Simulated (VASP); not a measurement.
Output of a VASP run:

### OSZICAR
```
       N       E                     dE             d eps       ncg     rms          rms(c)
DAV:   1     0.736339388579E+02    0.73634E+02   -0.85106E+03  4301   0.134E+03
DAV:   2    -0.307649776581E+02   -0.10440E+03   -0.10121E+03  4704   0.353E+02
DAV:   3    -0.322079938165E+02   -0.14430E+01   -0.14298E+01  4913   0.416E+01
DAV:   4    -0.322120895890E+02   -0.40958E-02   -0.40951E-02  4751   0.257E+00
DAV:   5    -0.322121120324E+02   -0.22443E-04   -0.22446E-04  4988   0.188E-01    0.184E+01
DAV:   6    -0.250800134976E+02    0.71321E+01   -0.42627E+00  4536   0.272E+01    0.198E+00
DAV:   7    -0.258839632104E+02   -0.80395E+00   -0.21079E-01  4428   0.564E+00    0.171E+00
DAV:   8    -0.253283594536E+02    0.55560E+00   -0.77979E-01  4845   0.101E+01    0.316E+00
DAV:   9    -0.257782327118E+02   -0.44987E+00   -0.25750E-01  4638   0.495E+00    0.117E+00
DAV:  10    -0.258528893206E+02   -0.74657E-01   -0.15192E-02  4575   0.151E+00    0.464E-01
DAV:  11    -0.258550148810E+02   -0.21256E-02   -0.28985E-03  4788   0.684E-01    0.484E-02
DAV:  12    -0.258548677419E+02    0.14714E-03   -0.76088E-05  4647   0.118E-01    0.258E-02
DAV:  13    -0.258549440866E+02   -0.76345E-04   -0.55561E-05  4467   0.107E-01    0.855E-03
DAV:  14    -0.258549178948E+02    0.26192E-04   -0.18289E-05  4602   0.631E-02    0.387E-03
DAV:  15    -0.258549261545E+02   -0.82597E-05   -0.74268E-07  4928   0.126E-02    0.191E-03
DAV:  16    -0.258549267390E+02   -0.58453E-06   -0.26891E-07  4608   0.563E-03    0.559E-04
DAV:  17    -0.258549272549E+02   -0.51583E-06   -0.28449E-08  2298   0.196E-03    0.334E-04
DAV:  18    -0.258549273905E+02   -0.13568E-06   -0.21250E-09  2202   0.543E-04    0.170E-04
DAV:  19    -0.258549275399E+02   -0.14938E-06   -0.22532E-09  2199   0.613E-04    0.385E-05
DAV:  20    -0.258549275742E+02   -0.34283E-07   -0.13615E-10  2187   0.128E-04
   1 F= -.25854928E+02 E0= -.25854928E+02  d E =0.000000E+00
       N       E                     dE             ncg
```

**OUTCAR**
```
------------------------ aborting loop because EDIFF is reached ----------------------------------------
  FORCE on cell =-STRESS in cart. coord.  units (eV):
  Direction    XX          YY          ZZ          XY          YZ          ZX
  --------------------------------------------------------------------------------------
  Total        0.0045800      0.0045800      0.0045800      0.0000000      0.0000000      0.0000000
  in kB        0.4695432      0.4695432      0.4695432      0.0000000      0.0000000      0.0000000
  external PRESSURE =       0.4695432 kB  Pullay stress =       0.0000000 kB
  volume of cell :       15.63
      direct lattice vectors                 reciprocal lattice vectors
    -1.575000000  1.575000000  1.575000000     0.000000000  0.317460317  0.317460317
     1.575000000 -1.575000000  1.575000000     0.317460317  0.000000000  0.317460317
     1.575000000  1.575000000 -1.575000000     0.317460317  0.317460317  0.000000000
 POSITION                                       TOTAL-FORCE (eV/Angst)
 -----------------------------------------------------------------------------------
      0.00000      0.00000      0.00000         0.000000     -0.000000     -0.000000
 -----------------------------------------------------------------------------------
    total drift:                                0.000000     -0.000000      0.000000
  FREE ENERGIE OF THE ION-ELECTRON SYSTEM (eV)
  ---------------------------------------------------
  free  energy   TOTEN  =       -25.8549275742 eV

  energy  without entropy=      -25.8549275742  energy(sigma->0) =      -25.85492757

 total charge

# of ion       s       p       d       tot
------------------------------------------
    1        2.378   6.216   3.868  12.461
```
(Selected blocks of OUTCAR.)

**POSCAR**
```
Mo
1
   -1.5750000000     1.5750000000     1.5750000000
    1.5750000000    -1.5750000000     1.5750000000
    1.5750000000     1.5750000000    -1.5750000000
Mo
1
Direct
  0.0000000000   0.0000000000   0.0000000000
```

Problem. Write an INCAR and KPOINTS that could have produced this output.

Solution. One answer among several that fit: the input of the run itself, r2SCAN+rVV10, plane waves, VASP's PBE PAW potentials (set 64).

INCAR:
```
# general
SYSTEM   = Mo
PREC     = Accurate
ENCUT    = 520
LREAL    = .FALSE.
LASPH    = .TRUE.

# electronic loop
EDIFF    = 1E-7
NELM     = 100
ALGO     = Normal
LMAXMIX  = 4
LMIXTAU  = .TRUE.

# smearing
ISMEAR   = -5

# functional
METAGGA  = R2SCAN
LUSE_VDW = .TRUE.
BPARAM   = 11.95
CPARAM   = 0.0093

# ions
ISIF     = 2

# output
LWAVE    = .FALSE.
LCHARG   = .FALSE.
LORBIT   = 11
NEDOS    = 601
```

File KPOINTS:
```
Regular mesh
0
Gamma
  18 18 18
```

### KPOINTS_OPT
```
k-points along high-symmetry lines
10
Line-mode
Reciprocal
  0.000000   0.000000   0.000000 ! GAMMA
  0.500000  -0.500000   0.500000 ! H

  0.500000  -0.500000   0.500000 ! H
  0.000000   0.000000   0.500000 ! N

  0.000000   0.000000   0.500000 ! N
  0.000000   0.000000   0.000000 ! GAMMA

  0.000000   0.000000   0.000000 ! GAMMA
  0.250000   0.250000   0.250000 ! P

  0.250000   0.250000   0.250000 ! P
  0.500000  -0.500000   0.500000 ! H

  0.250000   0.250000   0.250000 ! P
  0.000000   0.000000   0.500000 ! N
```

POTCAR, in this order: Mo_sv (PBE.64 set). Program: vasp_std.

For a metal the tetrahedron method with Blöchl corrections gives inexact stress and forces.

The compound is Mo in the bcc structure. The cell was not relaxed at this level.
